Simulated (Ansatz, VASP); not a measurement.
# Ge (Germanium): VASP beside Ansatz

One calculation is typed for both programs; each brings its own data sets. How far apart do they land? The cell is taken from a series of runs on this material, whose earlier steps may have relaxed, scaled, displaced or heated it; both programs get it as it stands.

Main program and level: Ansatz 0.2.0; plane waves, with VASP 6.6.1 beside it; zone-centre phonons at PBEsol.

**1. The structure**

Symmetry: Fd-3m, No. 227, cubic system. Conventional cell: a = 5.599 Å, b = 5.599 Å, c = 5.599 Å, α = 90.00°, β = 90.00°, γ = 90.00°. Nearest to Ge lie 4 Ge at 2.42 Å.

**2. VASP: zone-centre phonons, PBEsol**

Second derivatives magnify differences that forces hide, and they need a tight electronic threshold.

Lines of VASP's logs that name or quote its potential files are left out, and so is its time.

INCAR

```
SYSTEM = Ge
PREC = Accurate
ENCUT = 500
EDIFF = 1E-08
NELM = 120
ISMEAR = 1
SIGMA = 0.2
LREAL = .FALSE.
ALGO = Normal
GGA = PS
NBANDS = 20
LORBIT = 11
LWAVE = .FALSE.
LCHARG = .FALSE.
ISIF = 2
IBRION = 8
LASPH = .TRUE.
GGA_COMPAT = .FALSE.
EFERMI = MIDGAP
KPAR = 2
```

POSCAR

```
Ge
1.0
    0.0000000000      2.7995087737      2.7995087737
    2.7995087737      0.0000000000      2.7995087737
    2.7995087737      2.7995087737      0.0000000000
Ge
2
Direct
    0.5000000000      0.5000000000      0.5000000000
    0.7500000000      0.7500000000      0.7500000000
```

KPOINTS

```
Automatic mesh
0
Gamma
16 16 16
0 0 0
```

Potentials, in the order of the species: Ge_d (PBE family, release 64).

The run is started by

```console
$ mpirun -np 2 vasp_std
```

Numbers of over 12 decimals in the logs are rounded to 6 here.

The log of the run:

```text
[banner, memory and clock lines left out]
running    2 mpi-ranks, on    1 nodes
 distrk:  each k-point on    1 cores,    2 groups
 distr:  one band on    1 cores,    1 groups

 POSCAR found type information on POSCAR Ge
 POSCAR found :  1 types and       2 ions
|                                                                             |
|               ----> ADVICE to this user running VASP <----                  |
|                                                                             |
|     You enforced a specific xc type in the INCAR file but a different       |
|     [... a line on the potential file left out ...]
|     I HOPE YOU KNOW WHAT YOU ARE DOING!                                     |
|                                                                             |

 LDA part: xc-table for (Slater+PW92), standard interpolation
 POSCAR, INCAR and KPOINTS ok, starting setup
 FFT: planning ... GRIDC
 FFT: planning ... GRID_SOFT
 FFT: planning ... GRID
 WAVECAR not read
 entering main loop
       N       E                     dE             d eps       ncg     rms          rms(c)
DAV:   1     0.180493707547E+03    0.18049E+03   -0.14545E+04  6164   0.378E+03
DAV:   2     0.152361291430E+02   -0.16526E+03   -0.16070E+03  5808   0.577E+02
DAV:   3    -0.924112883379E+01   -0.24477E+02   -0.24297E+02  6552   0.143E+02
DAV:   4    -0.100121427452E+02   -0.77101E+00   -0.77050E+00  6520   0.300E+01
DAV:   5    -0.100246554597E+02   -0.12513E-01   -0.12512E-01  6492   0.415E+00    0.340E+00
DAV:   6    -0.991100400835E+01    0.11365E+00   -0.39201E-02  7496   0.236E+00    0.194E+00
DAV:   7    -0.985711286149E+01    0.53891E-01   -0.66619E-02  6120   0.256E+00    0.159E-01
DAV:   8    -0.985818626591E+01   -0.10734E-02   -0.71960E-03  6628   0.120E+00    0.520E-02
DAV:   9    -0.985828963918E+01   -0.10337E-03   -0.22782E-04  6512   0.209E-01    0.955E-03
DAV:  10    -0.985829915361E+01   -0.95144E-05   -0.16122E-05  7632   0.370E-02    0.540E-03
DAV:  11    -0.985830032305E+01   -0.11694E-05   -0.37312E-06  7744   0.291E-02    0.126E-03
DAV:  12    -0.985829994284E+01    0.38021E-06   -0.60597E-07  7740   0.154E-02    0.320E-04
DAV:  13    -0.985829991596E+01    0.26876E-07   -0.13904E-08  5236   0.115E-03    0.160E-04
DAV:  14    -0.985829987929E+01    0.36669E-07   -0.37871E-09  3756   0.119E-03    0.199E-05
DAV:  15    -0.985829988067E+01   -0.13715E-08   -0.97579E-10  3388   0.301E-04
   1 F= -.98582999E+01 E0= -.98584118E+01  d E =0.335818E-03
 Linear response reoptimize wavefunctions to high precision
DAV:   1    -0.985829988295E+01   -0.22883E-08   -0.12176E-10  3612   0.131E-04
DAV:   2    -0.985829988298E+01   -0.21828E-10   -0.25465E-11  3296   0.545E-05
 Linear response DOF=           1
 Linear response progress:
  Degree of freedom:   1/  1
       N       E                     dE             d eps       ncg     rms          rms(c)
RMM:   1    -0.186442089615E+00   -0.18644E+00    0.85640E+00 29935   0.454E+01
RMM:   2    -0.193698610441E+00   -0.72565E-02   -0.13765E-02 40235   0.113E+00    0.772E-02
RMM:   3    -0.193749247233E+00   -0.50637E-04   -0.98787E-04 42938   0.320E-01    0.447E-02
RMM:   4    -0.193673544929E+00    0.75702E-04   -0.65624E-05 45534   0.801E-02    0.470E-03
RMM:   5    -0.193675080276E+00   -0.15353E-05    0.56883E-07 43711   0.172E-02    0.253E-03
RMM:   6    -0.193681787291E+00   -0.67070E-05   -0.12933E-07 44600   0.484E-03    0.310E-04
RMM:   7    -0.193680687916E+00    0.10994E-05    0.95380E-08 45446   0.143E-03    0.184E-04
RMM:   8    -0.193679321100E+00    0.13668E-05   -0.64848E-08 46007   0.532E-04    0.383E-05
RMM:   9    -0.193679266145E+00    0.54955E-07   -0.37812E-08 46522   0.213E-04    0.195E-05
RMM:  10    -0.193679385632E+00   -0.11949E-06   -0.43303E-08 46819   0.963E-05    0.528E-06
RMM:  11    -0.193679418236E+00   -0.32603E-07   -0.40422E-08 47542   0.542E-05    0.257E-06
RMM:  12    -0.193679436876E+00   -0.18640E-07   -0.21564E-08 43927   0.368E-05    0.146E-06
RMM:  13    -0.193679450338E+00   -0.13462E-07   -0.57732E-09 40581   0.296E-05    0.271E-07
RMM:  14    -0.193679451231E+00   -0.89272E-09   -0.73289E-09 30793   0.258E-05    0.104E-07
 first order change of Fermi-energy   0.81724E-04
 force on displaced ion       1 direction 1 : -12.046   0.000   0.000
 Linear response finished
```

Parts of OUTCAR (step 2):

```text
ion  position               nearest neighbor table
   1  0.500  0.500  0.500-   2 2.42   2 2.42   2 2.42   2 2.42
   2  0.750  0.750  0.750-   1 2.42   1 2.42   1 2.42   1 2.42

  LATTYP: Found a face centered cubic cell.
 ALAT       =     5.5990175474

 Subroutine GETGRP returns: Found 48 space group operations
 (whereof 24 operations were pure point group operations)

The static configuration has the point symmetry T_d .
 The point group associated with its full space group is O_h .

 Found    145 irreducible k-points:

   k-points           NKPTS =    145   k-points in BZ     NKDIM =    145   number of bands    NBANDS=     20

   dimension x,y,z NGX =    30 NGY =   30 NGZ =   30
   dimension x,y,z NGXF=    60 NGYF=   60 NGZF=   60

   ENCUT  =  500.0 eV  36.75 Ry    6.06 a.u.   7.22  7.22  7.22*2*pi/ulx,y,z

   NELECT =      28.0000    total number of electrons

 k-points in reciprocal lattice and weights: Automatic mesh
   0.00000000  0.00000000  0.00000000       0.000
   0.06250000  0.00000000  0.00000000       0.002
   0.12500000  0.00000000  0.00000000       0.002
   0.18750000  0.00000000  0.00000000       0.002
   0.25000000  0.00000000  0.00000000       0.002
   0.31250000  0.00000000  0.00000000       0.002
   0.37500000  0.00000000  0.00000000       0.002
   0.43750000  0.00000000  0.00000000       0.002
   0.50000000  0.00000000  0.00000000       0.001
[...]
-0.31250000  0.50000000  0.18750000       0.003
  -0.25000000  0.50000000  0.25000000       0.001

 average (electrostatic) potential at core
       1 -73.8869       2 -73.8869

  Total        0.7909192      0.7909192      0.7909192     -0.0000000      0.0000000     -0.0000000
  in kB       28.8780064     28.8780064     28.8780064     -0.0000000      0.0000000     -0.0000000
  external PRESSURE =      28.8780064 kB  Pullay stress =       0.0000000 kB

  energy-cutoff  :      500.00
  volume of cell :       43.88
      direct lattice vectors                 reciprocal lattice vectors
     0.000000000  2.799508774  2.799508774    -0.178602762  0.178602762  0.178602762
     2.799508774  0.000000000  2.799508774     0.178602762 -0.178602762  0.178602762
     2.799508774  2.799508774  0.000000000     0.178602762  0.178602762 -0.178602762

 POSITION                                       TOTAL-FORCE (eV/Angst)
 -----------------------------------------------------------------------------------
      2.79951      2.79951      2.79951        -0.000000     -0.000000      0.000000
      4.19926      4.19926      4.19926         0.000000      0.000000     -0.000000
 -----------------------------------------------------------------------------------
    total drift:                                0.000000     -0.000000     -0.000000

 Eigenvectors and eigenvalues of the dynamical matrix
 ----------------------------------------------------

   1 f  =    9.005071 THz    56.580531 2PiTHz  300.376840 cm-1    37.241965 meV
             X         Y         Z           dx          dy          dz
      2.799509  2.799509  2.799509     0.000000   -0.707107    0.000000
      4.199263  4.199263  4.199263     0.000000    0.707107    0.000000

   2 f  =    9.005071 THz    56.580531 2PiTHz  300.376840 cm-1    37.241965 meV
             X         Y         Z           dx          dy          dz
      2.799509  2.799509  2.799509    -0.707107    0.000000    0.000000
      4.199263  4.199263  4.199263     0.707107    0.000000    0.000000

   3 f  =    9.005071 THz    56.580531 2PiTHz  300.376840 cm-1    37.241965 meV
             X         Y         Z           dx          dy          dz
      2.799509  2.799509  2.799509     0.000000    0.000000   -0.707107
      4.199263  4.199263  4.199263     0.000000    0.000000    0.707107

   4 f  =    0.000000 THz     0.000000 2PiTHz    0.000000 cm-1     0.000000 meV
             X         Y         Z           dx          dy          dz
      2.799509  2.799509  2.799509     0.707107    0.000000    0.000000
      4.199263  4.199263  4.199263     0.707107    0.000000    0.000000

   5 f  =    0.000000 THz     0.000000 2PiTHz    0.000000 cm-1     0.000000 meV
             X         Y         Z           dx          dy          dz
      2.799509  2.799509  2.799509     0.000000    0.707107    0.000000
      4.199263  4.199263  4.199263     0.000000    0.707107    0.000000

   6 f  =    0.000000 THz     0.000000 2PiTHz    0.000000 cm-1     0.000000 meV
             X         Y         Z           dx          dy          dz
      2.799509  2.799509  2.799509     0.000000    0.000000    0.707107
      4.199263  4.199263  4.199263     0.000000    0.000000    0.707107

 ELASTIC MODULI CONTR FROM IONIC RELAXATION (kBar)
 Direction    XX          YY          ZZ          XY          YZ          ZX
 --------------------------------------------------------------------------------
 XX          -0.0000     -0.0000     -0.0000     -0.0000      0.0000     -0.0000
 YY          -0.0000     -0.0000     -0.0000     -0.0000     -0.0000      0.0000
 ZZ          -0.0000     -0.0000     -0.0000      0.0000     -0.0000     -0.0000
 XY          -0.0000     -0.0000      0.0000   -264.1481      0.0000      0.0000
 YZ           0.0000     -0.0000     -0.0000      0.0000   -264.1481      0.0000
 ZX          -0.0000      0.0000     -0.0000      0.0000      0.0000   -264.1481
 --------------------------------------------------------------------------------
```

**3. Ansatz: zone-centre phonons, PBEsol**

Ansatz runs on its PAW soft_1 files.

The same cell, functional, mesh and smearing now go to Ansatz, which takes its cutoff from its data sets.

input.yaml

```yaml
crystal:
  lattice:
    - [0.0, 2.7995087737, 2.7995087737]
    - [2.7995087737, 0.0, 2.7995087737]
    - [2.7995087737, 2.7995087737, 0.0]
  atoms:
    - { symbol: Ge, position: [0.5, 0.5, 0.5] }
    - { symbol: Ge, position: [0.75, 0.75, 0.75] }
kpoints:
  mp_grid: { grid: [16, 16, 16] }
hamiltonian:
  xc: pbesol
  pseudopotentials: { kind: paw, azcp: { folder: soft_1 }, xc_functional: pbe }
scf:
  occupations: { method: methfessel_paxton, width: 0.2 }
output:
  eigenvalues: true
phonons:
  method: dfpt
```

The run is started by

```console
$ ansatz run input.yaml --threads 4 --pin off --max-ram 10240MiB --backend cpu --events-out ev --progress --plain --runs-dir out
```

The log of the run:

```text
zone centre: on kpoints.mp_grid the ground state, and the responses unless they are solved on pairs of k-points, stand on 349 of the mesh's 4096 k-points, reduced under 8 symmetry operations, with k and −k counted as one. Each operation leaves every solved displacement unchanged or reverses it
Engine: ansatz 0.2.0, x86_64-unknown-linux-gnu
Pseudopotentials: kind: paw
Pseudopotential: Ge, paw, valence charge 14, recommended cutoff 420 eV (normal), soft_1/Ge.paw.azcp
Functional definition: PBEsol
  exchange = pbesol_x
  correlation = pbesol_c
Crystal: 2 atoms, lattice volume = 43.881 Å³
Basis set: ecut = 420 eV, 869 PW (Γ), exchange–correlation on 64×64×64 points (8 copies of the dense FFT grid, shifted against one another)
Bands: 18, of which v1, the nominal top of the filled ones, is band 14 counted from 1 (13 counted from 0)
Symmetry: 48 space group operations
k-points: 349 of 4096 (irreducible under 8 space group operations, time reversal used)
Non-local potential: Ge, projectors of the file, l = 0: 2, l = 1: 2, l = 2: 3, l = 3: 1
PAW form: soft (Blöchl's): semilocal exchange-correlation on the pseudo side does not see the compensation charge
PAW frozen core: Ge, regenerated for the run's functional, and the local potential with it (the file was generated under x = pbe(κ = 0.804, μ = 0.219515), c = pbe(β = 0.066725))
PAW one-centre angular grid: Ge, 590 points (default); XC on 64 Gauss nodes
Initial density: superposition of atomic densities (chi_scale 0.1, normalization cell)
Initial wavefunctions: pseudopotential atomic-orbital guess
Functional: x = pbesol(κ = 0.804, μ = 0.123457), c = pbesol(β = 0.046)
SCF iter   1: F=—  HF=-8507.065972 eV  |F-HF|=—  |Δ(HF+E_count)|=         —  Δρ=3.68e-2  dr2=4.73e-1  ethr=3.10e-3  ⟨swp⟩=5.1  Hψ=28678  notcnv=0
preconditioner: auto → none  [insulator: Δε(μ)=0.229 eV  Ē_g=23.428 eV  σ=0.200 eV  W_gap=0.80  n_scr=14 (ndim 8)  ℏωp=29.7 eV  f_vac=0.000  D(μ)=0.01/eV (n_scr^D=0)  ε∞_Penn≈2.6]
SCF iter   2: F=—  HF=-8506.997045 eV  |F-HF|=—  |Δ(HF+E_count)|=   6.89e-2  S|Δr|=    0.00e0  Δρ=1.74e-2  dr2=8.72e-2  ethr=1.69e-3  ⟨swp⟩=1.0  Hψ=9075  notcnv=0
SCF iter   3: F=—  HF=-8506.990574 eV  |F-HF|=—  |Δ(HF+E_count)|=   6.47e-3  S|Δr|=    0.00e0  Δρ=1.86e-3  dr2=3.94e-4  ethr=3.11e-4  ⟨swp⟩=2.0  Hψ=7257  notcnv=0
SCF iter   4: F=—  HF=-8506.990835 eV  |F-HF|=—  |Δ(HF+E_count)|=   2.60e-4  S|Δr|=    0.00e0  Δρ=4.19e-4  dr2=5.97e-5  ethr=1.41e-6  ⟨swp⟩=2.0  Hψ=11168  notcnv=0
SCF iter   5: F=—  HF=-8506.990703 eV  |F-HF|=—  |Δ(HF+E_count)|=   1.32e-4  S|Δr|=    0.00e0  Δρ=7.04e-5  dr2=1.27e-6  ethr=2.13e-7  ⟨swp⟩=2.0  Hψ=11169  notcnv=0
SCF iter   6: F=—  HF=-8506.990702 eV  |F-HF|=—  |Δ(HF+E_count)|=   1.79e-7  S|Δr|=    0.00e0  Δρ=2.49e-5  dr2=1.63e-7  ethr=4.52e-9  ⟨swp⟩=2.0  Hψ=10852  notcnv=0
SCF iter   7: F=—  HF=-8506.990702 eV  |F-HF|=—  |Δ(HF+E_count)|=   1.22e-7  S|Δr|=    0.00e0  Δρ=1.73e-6  dr2=9.63e-10  ethr=5.83e-10  ⟨swp⟩=2.0  Hψ=11168  notcnv=0
SCF iter   8: F=-8506.990702 eV  HF=-8506.990702 eV  |F-HF|=1.82e-12  |Δ(HF+E_count)|=  3.78e-10  S|Δr|=    0.00e0  Δρ=5.92e-8  dr2=1.15e-12  ethr=1.00e-12  ⟨swp⟩=4.1  Hψ=32409  notcnv=0
SCF 1 converged in 8 iterations: F = -8506.990702 eV  dr2 = 1.15e-12
  greatest PAW one-centre occupation: 0.998 electrons in one spin orbital (limit 2), on the Ge atom at site 1 (counted from 0), in its partial waves of l = 2
DFPT response loops at Γ: preconditioner auto → Kerker (q_TF=auto, 2.531 Å⁻¹) (partly filled bands, converged f_vac=0.048); β = 1.00, the filter's whole step (`scf.mixing.beta` (0.50) is not read by the response loops under this deck's `scf.mixing.preconditioner`; to damp them name `kerker` or `kerker_dos`, under which they read `scf.mixing.beta`, and type it under 1.00, their step now; both keys bind the ground state too); Broyden in place of MSR1
SCF converged after 8 iterations
Stability not checked: this state was not tested for a lower state beside it, because cold or Methfessel-Paxton smearing, or corrected tetrahedra, fill the levels in a way that the test cannot read (fill_not_monotonic; see scf.lower_state_search)
Free energy (F): -8506.990702 eV
Harris-Foulkes:  -8506.990702 eV  (|F-HF|=1.82e-12)
Internal energy: -8506.991034 eV  (E = F + TS)
E sigma→0 (E₀):  -8506.990785 eV
Entropy (-TS):   0.000332 eV (0.166 meV/atom)
Fermi energy:    8.910120 eV
Step filling:    the computed levels leave a gap of 0.2145 eV = 1.1 smearing widths at the electron count; against every level under it full and every level over it empty, smearing changes F+E_penalty+E_count by +0.147 meV and its σ→0 estimate by +0.064 meV
--- Per-component energies (eV) ---
  E_band       = -293.525825
  E_kinetic    = 186.777447
  E_local      = -4458.755879  (includes V_loc(G=0)·N_el)
  E_nonlocal   = 439.260605
  E_hartree    = 2127.073623
  E_xc         = -142.703402
  E_vxc        = -131.008649  (∫ρ·V_xc dr)
  E_paw        = -3945.123580  (= ΣΔE_a)
  E_vpaw       = -583.946682  (= ΣTr[D̂ρ^β])
  E_aug_tail   = 0.000028  (compensation charges beyond the density's cutoff)
  E_ewald      = -2715.355750
  E_core_change = 1.835876  (= ΣΔE_core)
  E_smearing   = 0.000332  (= −TS)
  E_closure    = 0.000000  (closes the sum)
  Σ components = -8506.990702   (vs F -8506.990702, Δ=0.00e0)
--- Band table (eV; the first three rows and the last of 349) ---
  k-point 0: bands = [... 10 lower, -4.2057, 8.8308, 8.8308, 8.8308, 9.1020, 11.3691, 11.3691, 11.3691]
  k-point 1: bands = [... 10 lower, -4.1564, 7.7647, 8.7268, 8.7268, 9.8106, 11.5062, 11.5062, 11.5924]
  k-point 2: bands = [... 10 lower, -4.0093, 6.4949, 8.4788, 8.4788, 9.9701, 11.8360, 11.8360, 12.3790]
  k-point 348: bands = [... 10 lower, -0.0811, -0.0811, 4.7419, 4.7419, 13.2377, 13.2377, 13.4834, 13.4834]
--- Phonons (Γ-DFPT): 1 representative perturbation + reference, on 349 of 4096 k-points (Σ response iterations 3) ---
  k mesh reduced under 8 symmetry operations, with k and −k counted as one. Each operation leaves every solved displacement unchanged or reverses it
  ASR residual: 1.258e-5 → 0.000e0 eV/Å²; symmetrization residual: 2.728e-12 eV/Å²
  ASR residual per site (eV/Å²): 1.26e-5 1.26e-5
  Γ frequencies (cm⁻¹): 0.00 0.00 0.00 299.54 299.54 299.54
  non-analytic LO–TO correction: not included (Born effective charges unavailable; polar crystals: no LO–TO splitting at Γ)
```

**4. Differences**

Known differences besides the potentials themselves: the cutoff is 420 eV in Ansatz and 500 eV in VASP; Ansatz makes its cores anew for this functional, VASP keeps those of its PBE data sets. Total energies have different zeros and are not compared.

Compared:

```
                  quantity  Ansatz   VASP  difference
optical mode 1 to 3 (cm⁻¹)   299.5  300.4     -0.28 %
```

Modes are paired by rising frequency, not by their patterns, so a pair may set unlike modes beside each other; they are those without the splitting of longitudinal modes.

**5. What came out**

```yaml
r_m_s_difference_of_the_optical_zone_centre_modes_each_program_s_sorted_by_frequency_zone_centre_phonons_pbesol: 0.84 cm⁻¹
```

**Reading.** The r.m.s. difference of the optical zone-centre modes, each program's sorted by frequency is 0.84 cm⁻¹ (zone-centre phonons, PBEsol). Such differences can come from data sets, numerical settings and the points named under the comparisons, not from the functional's error against experiment.

[Lines on the potential files, build, host, timing and source positions are cut from VASP's logs without a mark.]

[Logs are printed without paths, hosts, clocks, repeated set-up lines and the standing remarks that a program may print on its own settings, such as how far it seeks lower states.]

[Hosts, paths, dates, database ids (printed as entryN), source tags and the programs' standing remarks are cut or masked in the printed files.]
